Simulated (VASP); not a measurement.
Method: PBE GGA, VASP's PBE PAW potentials (set 64) (plane waves; VASP).

A VASP calculation is set up with these files.

File KPOINTS:
```
Automatic mesh
0
Gamma
8 8 8
0 0 0
```

POSCAR:
```
Se
1
    4.5426600000     0.0000000000     0.0000000000
   -2.2713300000     3.9340600000     0.0000000000
    0.0000000000     0.0000000000     5.0206220000
Se
3
Direct
  0.2178900000   0.0000000000   0.3333330000
  0.0000000000   0.2178900000   0.6666670000
  0.7821100000   0.7821100000   0.0000000000
```

### INCAR
```
! general
SYSTEM  = Se
PREC    = Accurate
ENCUT   = 210
LREAL   = .FALSE.
LASPH   = .TRUE.

! electronic loop
EDIFF   = 1E-6
NELM    = 100
ALGO    = Normal
LMAXMIX = 4

! smearing
ISMEAR  = 0
SIGMA   = 0.01

! functional
GGA     = PE

! ions
ISIF    = 2

! output
LWAVE   = .FALSE.
LCHARG  = .FALSE.
```

POTCAR, in this order: Se (PBE.64 set). Program: vasp_std.

**Question.** Predict the energy per atom (σ→0), largest force.

**Answer.** 
| Item | Value |
|---|---|
| energy per atom (σ→0) | -3499 meV/atom |
| largest force | 0.084 eV/Å |

### OSZICAR
```
...
DAV:   6    -0.105211322970E+02    0.65973E-01   -0.40355E-02  1885   0.142E+00    0.418E+00
DAV:   7    -0.104982693388E+02    0.22863E-01   -0.79911E-02  1775   0.196E+00    0.196E-01
DAV:   8    -0.104977112745E+02    0.55806E-03   -0.98086E-03  1820   0.696E-01    0.106E-01
DAV:   9    -0.104978438313E+02   -0.13256E-03   -0.30176E-04  2195   0.130E-01    0.310E-02
DAV:  10    -0.104978890966E+02   -0.45265E-04   -0.65754E-05  1825   0.601E-02    0.901E-03
DAV:  11    -0.104978924811E+02   -0.33845E-05   -0.10911E-05  1960   0.218E-02    0.424E-03
DAV:  12    -0.104978920878E+02    0.39330E-06   -0.24598E-06  1372   0.115E-02
   1 F= -.10497892E+02 E0= -.10497892E+02  d E =-.100261E-31
```

The structure comes from a computed database's Se entry; how it stands against other phases isn't given here. The cell was not relaxed at this level. The run is one of a series of settings (ENCUT = 210, KPOINTS 8×8×8 Γ-centred mesh against the base run), some of them coarse on purpose.
